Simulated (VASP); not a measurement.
A convergence study with VASP on BN (hex): one setting is varied, all else stays as given below, so the limit is that of these other settings.

```
BN
1.0
    1.25200    -2.16853     0.00000
    1.25200     2.16853     0.00000
    0.00000     0.00000     6.66000
B N
2 2
Cartesian
  1.25200   0.72284   1.66500
  1.25200  -0.72284   4.99500
  1.25200  -0.72284   1.66500
  1.25200   0.72284   4.99500
```

Computed with PBE GGA, VASP's PBE PAW potentials (set 64) (plane waves; VASP). The tightest run used: 700 eV cut-off, 19×19×7 Γ-centred mesh, tetrahedra with Blöchl corrections, potentials B N.

```json
[
 {"setting": "4×4×1 mesh", "E (eV/atom)": "-8.7589", "pressure (GPa)": "4.04", "irreducible k-points": "4"},
 {"setting": "5×5×2 mesh", "E (eV/atom)": "-8.7889", "pressure (GPa)": "3.30", "irreducible k-points": "10"},
 {"setting": "6×6×2 mesh", "E (eV/atom)": "-8.7922", "pressure (GPa)": "3.25", "irreducible k-points": "14"}
]
```

Question: These are the cheaper rows. Estimate the results at 19×19×7 mesh, and how far the last row shown lies from them.

Answer: 
```
quantity        tightest run  last row shown is off by
--------------  ------------  ------------------------
E (eV/atom)          -8.7926                    0.0003
pressure (GPa)          3.26                      0.00
```

Left out are rungs that failed or repeat a setting and relaxations that didn't move; long series are thinned to 24 rows.

The compound is BN in the hex structure. The cell was not relaxed at this level.
